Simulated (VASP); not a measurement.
The system is Ag.

```
Ag
1.0
     0.00000    2.06750    2.06750
     2.06750    0.00000    2.06750
     2.06750    2.06750    0.00000
Ag
1
Direct
  0.00000 0.00000 0.00000
```

```yaml
Program: VASP 6.6.1
Task: relaxation of cell and atoms
Functional: PBEsol
Potentials_or_basis: VASP PAW PBE potentials, release 64 (Ag)
Cutoff: 300 eV
k_mesh: 18 × 18 × 18
Occupations: gaussian, width 0.1 eV
Spin: no spin polarisation
```

At the start: pressure -6.3 GPa; volume 17.68 Å³/atom.

Q: How do energy, volume and symmetry change on relaxing?

A: Over 3 steps the energy falls by 23.4 meV/atom and the volume is 16.57 Å³/atom (-6.3 %); space group Fm-3m (No. 225, to 0.05 Å).

Step by step:
```csv
step,energy change (eV),largest force (eV/Å),pressure (GPa),volume (Å³)
1,0.0000,0.0000,-6.25,17.68
2,-0.0149,0.0000,4.78,15.97
3,-0.0234,0.0000,-0.02,16.57
```

Final structure:
```
CELL_PARAMETERS angstrom
0.00000 2.02338 2.02338
2.02338 0.00000 2.02338
2.02338 2.02338 0.00000
ATOMIC_POSITIONS crystal
Ag 0.00000 0.00000 0.00000
```

Caveat: the cutoff is under 1.25 times the usual one of these potentials, so pressure, stress and relaxed cells hold a basis-set (Pulay) error; the PAW data sets were made with another functional, which shifts forces and pressure a little.
